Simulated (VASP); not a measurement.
Here is a VASP 6.6.1 calculation.

File INCAR:

```
SYSTEM = C
PREC = Accurate
ENCUT = 520
EDIFF = 1E-6
ISMEAR = 0
SIGMA = 0.03
LREAL = .FALSE.
LASPH = .TRUE.
NELM = 120
ALGO = All
ISIF = 2
LWAVE = .FALSE.
LCHARG = .FALSE.
LDIPOL = .TRUE.
IDIPOL = 3
DIPOL = 0.5 0.5 0.500
METAGGA = R2SCAN
LMIXTAU = .TRUE.
NBANDS = 21
LVHAR = .TRUE.
LVACPOTAV = .TRUE.
AMIN = 0.01
KPAR = 4
```

The input KPOINTS:

```
Automatic mesh
0
G
  15 15 1
  0 0 0
```

The input POSCAR:

```
C                                       
1.0
    2.4655616505      0.0000000000      0.0000000000
   -1.2327808253      2.1352390266      0.0000000000
    0.0000000000      0.0000000000     24.8239500000
  C             
     6
Direct
     0.0000000000000000    0.0000000000000000    0.3632473155075786
     0.6666666699999979    0.3333333300000021    0.3632293250868486
     0.0000000000000000    0.0000000000000000    0.4999989644853144
     0.3333333300000021    0.6666666699999979    0.5000012384001167
     0.0000000000000000    0.0000000000000000    0.6367521705954857
     0.6666666699999979    0.3333333300000021    0.6367709859246631
```

Contents of KPOINTS_OPT:

```
explicit points
67
Reciprocal
 0.0000000000  0.0000000000  0.0000000000 1
 0.0357142900  0.0000000000  0.0000000000 1
 0.0714285700  0.0000000000  0.0000000000 1
 0.1071428600  0.0000000000  0.0000000000 1
 0.1428571400  0.0000000000  0.0000000000 1
 0.1785714300  0.0000000000  0.0000000000 1
 0.2142857100  0.0000000000  0.0000000000 1
 0.2500000000  0.0000000000  0.0000000000 1
 0.2857142900  0.0000000000  0.0000000000 1
 0.3214285700  0.0000000000  0.0000000000 1
 0.3571428600  0.0000000000  0.0000000000 1
 0.3928571400  0.0000000000  0.0000000000 1
 0.4285714300  0.0000000000  0.0000000000 1
 0.4642857100  0.0000000000  0.0000000000 1
 0.5000000000  0.0000000000  0.0000000000 1
 0.4791666700  0.0416666700  0.0000000000 1
 0.4583333300  0.0833333300  0.0000000000 1
 0.4375000000  0.1250000000  0.0000000000 1
 0.4166666700  0.1666666700  0.0000000000 1
 0.3958333300  0.2083333300  0.0000000000 1
 0.3750000000  0.2500000000  0.0000000000 1
 0.3541666700  0.2916666700  0.0000000000 1
 0.3333333300  0.3333333300  0.0000000000 1
 0.3137254900  0.3137254900  0.0000000000 1
 0.2941176500  0.2941176500  0.0000000000 1
 0.2745098000  0.2745098000  0.0000000000 1
 0.2549019600  0.2549019600  0.0000000000 1
 0.2352941200  0.2352941200  0.0000000000 1
 0.2156862700  0.2156862700  0.0000000000 1
 0.1960784300  0.1960784300  0.0000000000 1
 0.1764705900  0.1764705900  0.0000000000 1
 0.1568627500  0.1568627500  0.0000000000 1
 0.1372549000  0.1372549000  0.0000000000 1
 0.1176470600  0.1176470600  0.0000000000 1
 0.0980392200  0.0980392200  0.0000000000 1
 0.0784313700  0.0784313700  0.0000000000 1
 0.0588235300  0.0588235300  0.0000000000 1
 0.0392156900  0.0392156900  0.0000000000 1
 0.0196078400  0.0196078400  0.0000000000 1
 0.0000000000  0.0000000000  0.0000000000 1
 0.0000000000  0.0000000000  0.0000000000 1
 0.0047173500 -0.0023586800  0.0000000000 1
-0.0047173500  0.0023586800  0.0000000000 1
 0.0137589400 -0.0068794700  0.0000000000 1
-0.0137589400  0.0068794700  0.0000000000 1
-0.0000000000  0.0040853500  0.0000000000 1
 0.0000000000 -0.0040853500  0.0000000000 1
-0.0000000000  0.0119156000  0.0000000000 1
 0.0000000000 -0.0119156000  0.0000000000 1
 0.5000000000  0.0000000000  0.0000000000 1
 0.5047173500 -0.0023586800  0.0000000000 1
 0.4952826500  0.0023586800  0.0000000000 1
 0.5137589400 -0.0068794700  0.0000000000 1
 0.4862410600  0.0068794700  0.0000000000 1
 0.5000000000  0.0040853500  0.0000000000 1
 0.5000000000 -0.0040853500  0.0000000000 1
 0.5000000000  0.0119156000  0.0000000000 1
 0.5000000000 -0.0119156000  0.0000000000 1
 0.3333333300  0.3333333300  0.0000000000 1
 0.3380506800  0.3309746500  0.0000000000 1
 0.3286159800  0.3356920100  0.0000000000 1
 0.3470922700  0.3264538600  0.0000000000 1
 0.3195743900  0.3402128000  0.0000000000 1
 0.3333333300  0.3374186800  0.0000000000 1
 0.3333333300  0.3292479800  0.0000000000 1
 0.3333333300  0.3452489300  0.0000000000 1
 0.3333333300  0.3214177300  0.0000000000 1
```

Potentials or basis: VASP PAW PBE potentials, release 64 (C).

Command:

```console
$ cat potpaw_PBE.64/C/POTCAR > POTCAR
$ mpirun -np 4 vasp_std > vasp.out
```

**Question.** Predict the work function of the lower face.

**Answer.** 4.34 eV.

**Question.** What does it give for the band gap along the path?

**Answer.** None (metal or under the smearing width).

**Question.** What does it give for the work function of the upper face?

**Answer.** 4.34 eV.

Forces on the atoms (eV/Å):
```
C    0.000  0.000 -0.022
C    0.000  0.000 -0.015
C    0.000  0.000  0.000
C    0.000  0.000  0.000
C    0.000  0.000  0.022
C    0.000  0.000  0.015
```

Caveat: the PAW data sets were made with another functional, which shifts forces and pressure a little.
